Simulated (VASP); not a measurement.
**Co: net moment per atom by level of theory**

```cif
data_structure
_symmetry_space_group_name_H-M 'P6_3/mmc'
_symmetry_Int_Tables_number 194
_cell_length_a 2.5070
_cell_length_b 2.5070
_cell_length_c 4.0690
_cell_angle_alpha 90.000
_cell_angle_beta 90.000
_cell_angle_gamma 120.000
_cell_volume 22.15
loop_
_atom_site_label
_atom_site_type_symbol
_atom_site_symmetry_multiplicity
_atom_site_Wyckoff_symbol
_atom_site_fract_x
_atom_site_fract_y
_atom_site_fract_z
_atom_site_occupancy
Co1 Co 2 c 0.33333 0.66667 0.25000 1
```

```tsv
rung	level	program and potentials	cutoff (eV)	k mesh	smearing	spin	net moment per atom (μB)	notes
LDA	LDA	VASP, LDA PAW files Co, 520 eV	520	16 × 16 × 10	fermi-dirac 0.05	collinear, ferromagnetic start	1.56	-
GGA	PBE	VASP, PBE PAW files Co, 520 eV	520	16 × 16 × 10	fermi-dirac 0.05	collinear, ferromagnetic start	1.59	-
GGA	PBE	VASP, PBE PAW files Co, 520 eV	520	16 × 16 × 10	fermi-dirac 0.05	non-collinear, ferromagnetic start, SOC	1.59	-
GGA + U (1 eV)	PBE+U (Co d U = 1 eV)	VASP, PBE PAW files Co, 520 eV	520	16 × 16 × 10	fermi-dirac 0.05	collinear, ferromagnetic start	1.70	-
GGA + U (2 eV)	PBE+U (Co d U = 2 eV)	VASP, PBE PAW files Co, 520 eV	520	16 × 16 × 10	fermi-dirac 0.05	collinear, ferromagnetic start	1.77	-
meta-GGA	r2SCAN	VASP, PBE PAW files Co, 520 eV	520	16 × 16 × 10	fermi-dirac 0.05	collinear, ferromagnetic start	1.79	potentials made for PBE
```

Task: band structure. Smearing widths are in eV. The cell comes from a database and isn't always the measured one. For a metal such meshes aren't converged. Meshes are those of the run's cell of 2 atoms unless a note names another. A magnetic state is the one that its parallel start led to; the crystal's real order can differ. Runs on faulty files, with rough fits or with known faults for this quantity aren't shown.

By rung: LDA 1.56; GGA 1.59; GGA + U (1 eV) 1.70; GGA + U (2 eV) 1.77; meta-GGA 1.79 (μB).
